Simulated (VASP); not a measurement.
A run of VASP 6.6.1:

File INCAR:

```
PREC = Accurate
ENCUT = 520
EDIFF = 1E-6
ISMEAR = -1
SIGMA = 0.05
LREAL = Auto
LASPH = T
NELM = 100
ALGO = Normal
ISIF = 2
LWAVE = F
LCHARG = F
GGA = PE
IBRION = 2
NSW = 45
EDIFFG = -0.08
```

The input KPOINTS:

```
Automatic mesh
0
Gamma
  2 2 2
```

Contents of POSCAR:

```
NaLi16
1.0
    6.9800000000      0.0000000000      0.0000000000
    0.0000000000      6.9800000000      0.0000000000
    0.0000000000      0.0000000000      6.9800000000
Li Na
16 1
Direct
    0.0000000000      0.0000000000      0.0000000000
    0.5000000000      0.0000000000      0.0000000000
    0.0000000000      0.5000000000      0.0000000000
    0.0000000000      0.0000000000      0.5000000000
    0.2500000000      0.2500000000      0.2500000000
    0.5000000000      0.5000000000      0.0000000000
    0.5000000000      0.0000000000      0.5000000000
    0.7500000000      0.2500000000      0.2500000000
    0.0000000000      0.5000000000      0.5000000000
    0.2500000000      0.7500000000      0.2500000000
    0.2500000000      0.2500000000      0.7500000000
    0.5000000000      0.5000000000      0.5000000000
    0.7500000000      0.7500000000      0.2500000000
    0.7500000000      0.2500000000      0.7500000000
    0.2500000000      0.7500000000      0.7500000000
    0.7500000000      0.7500000000      0.7500000000
    0.6277591000      0.0010340000      0.2478024000
```

Potentials or basis: VASP PAW PBE potentials, release 64 (Li_sv, Na_pv).

Command:

```sh
$ cat potpaw_PBE.64/Li_sv/POTCAR potpaw_PBE.64/Na_pv/POTCAR > POTCAR
$ mpirun -np 1 vasp_std > vasp.out
```

Hardware: 1 thread of AMD EPYC 7R13 Processor (Zen 3) (shared host).

How long does it take, and how much memory?

Run time: 33 min on 1 thread of AMD EPYC 7R13 Processor (Zen 3) (shared host), peak memory 0.4 GiB. Counts: scf iterations 158, k points 8, ion steps 15.
